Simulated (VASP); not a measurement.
VASP input:

### POSCAR
```
Ta
1
   -1.6500000000     1.6500000000     1.6500000000
    1.6500000000    -1.6500000000     1.6500000000
    1.6500000000     1.6500000000    -1.6500000000
Ta
1
Direct
  0.0000000000   0.0000000000   0.0000000000
```

**INCAR**
```
SYSTEM = Ta
PREC = Accurate
ENCUT = 400
EDIFF = 1E-6
NELM = 100
ALGO = Normal
LREAL = .FALSE.
LASPH = .TRUE.
ISMEAR = 1
SIGMA = 0.1
GGA = PE
LMAXMIX = 6
LWAVE = .FALSE.
LCHARG = .FALSE.
ISIF = 2
LSORBIT = .TRUE.
MAGMOM = 0 0 0
GGA_COMPAT = .FALSE.
```

KPOINTS:
```
Automatic mesh
0
Gamma
12 12 12
0 0 0
```

POTCAR, in this order: Ta_pv (PBE.64 set). Program: vasp_std.

Problem. Does this input run properly? What does VASP do?

Solution. There is a fault: LSORBIT needs the non-collinear program vasp_ncl. VASP stops with an error: ERROR: Noncollinear calculations require that VASP is compiled without the flag -DNGXhalf and-DNGZhalf. You probably tried to run a noncollinear calculation (LNONCOLLINEAR=T) with the executable vasp_std. Use vasp_ncl instead! ----> I REFUSE TO CONTINUE WITH THIS SICK JOB ... BYE!!! <----

File standard output:
```
 POSCAR found type information on POSCAR Ta
 POSCAR found :  1 types and       1 ions
 Reading from existing POTCAR

 -----------------------------------------------------------------------------
|                                                                             |
|     EEEEEEE  RRRRRR   RRRRRR   OOOOOOO  RRRRRR      ###     ###     ###     |
|     E        R     R  R     R  O     O  R     R     ###     ###     ###     |
|     E        R     R  R     R  O     O  R     R     ###     ###     ###     |
|     EEEEE    RRRRRR   RRRRRR   O     O  RRRRRR       #       #       #      |
|     E        R   R    R   R    O     O  R   R                               |
|     E        R    R   R    R   O     O  R    R      ###     ###     ###     |
|     EEEEEEE  R     R  R     R  OOOOOOO  R     R     ###     ###     ###     |
|                                                                             |
|     ERROR: Noncollinear calculations require that VASP is compiled          |
|     without the flag -DNGXhalf and-DNGZhalf.                                |
|     You probably tried to run a noncollinear calculation                    |
|     (LNONCOLLINEAR=T) with the executable vasp_std. Use vasp_ncl            |
|     instead!                                                                |
|                                                                             |
|       ---->  I REFUSE TO CONTINUE WITH THIS SICK JOB ... BYE!!! <----       |
|                                                                             |
 -----------------------------------------------------------------------------
```

To mend it, run vasp_ncl.

The mended run (PBE GGA with spin-orbit coupling, plane waves, VASP's PBE PAW potentials (set 64)) converges, and its OSZICAR ends with
```
   1 F= -.12517469E+02 E0= -.12517482E+02  d E =0.378770E-04  mag=    -0.0000    -0.0000     0.0000
```

The compound is Ta in the bcc structure. The cell was not relaxed at this level.
